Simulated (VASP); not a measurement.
All values below come from PBEsol GGA, VASP's PBE PAW potentials (set 64) (plane waves; VASP 6.6.1).

A VASP calculation is set up with these files.

INCAR:
```
SYSTEM = Pr
PREC = Accurate
ENCUT = 400
EDIFF = 1E-6
NELM = 100
ALGO = Normal
LREAL = .FALSE.
LASPH = .TRUE.
ISMEAR = 1
SIGMA = 0.1
GGA = PS
LMAXMIX = 6
LWAVE = .FALSE.
LCHARG = .FALSE.
IBRION = 2
ISIF = 3
NSW = 60
EDIFFG = -0.01
```

KPOINTS:
```
Automatic mesh
0
Gamma
10 10 10
0 0 0
```

### POSCAR
```
Pr
1.0
  3.3807450000   0.0000000000   0.0000000000
  0.0000000000   3.3807450000   0.0000000000
  0.0000000000   0.0000000000   3.3807450000
Pr
1
direct
  0.0000000000   0.0000000000   0.0000000000
```

POTCAR, in this order: Pr_3 (PBE.64 set). Program: vasp_std.

The 4f electrons are frozen in the core of the lanthanide potential, so 4f levels, which can set the real gap, and their magnetism are missing. Energy and stress use the plane-wave basis of the starting cell.

Estimate the energy per atom (σ→0), volume per atom, band gap (on the k-mesh).

```yaml
energy per atom (σ→0): -4.601 eV/atom
band gap (on the k-mesh): none (metal, semimetal or under 0.01 eV)
volume_per_atom: 34.28 Å^3/atom
```

### OSZICAR
```
...
DAV:   2    -0.460465040397E+01    0.20919E-01   -0.47622E-02  1153   0.220E+00    0.355E-01
DAV:   3    -0.460035449407E+01    0.42959E-02   -0.28988E-02  1481   0.136E+00    0.160E-01
DAV:   4    -0.460062518833E+01   -0.27069E-03   -0.49126E-04  1038   0.217E-01    0.117E-01
DAV:   5    -0.460137610124E+01   -0.75091E-03   -0.89233E-04  1542   0.214E-01    0.361E-02
DAV:   6    -0.460141835352E+01   -0.42252E-04   -0.50499E-05  1596   0.554E-02    0.160E-02
DAV:   7    -0.460141990973E+01   -0.15562E-05   -0.59636E-06  1044   0.296E-02    0.171E-03
DAV:   8    -0.460141991250E+01   -0.27735E-08   -0.15997E-07   518   0.421E-03
   3 F= -.46014199E+01 E0= -.46009794E+01  d E =-.419094E-01
```

The structure was generated: Pr was put into the simple-cubic type (Pm-3m), which need not be its known phase. This run relaxes it. Symmetry was kept, so distortions that lower it aren't found.
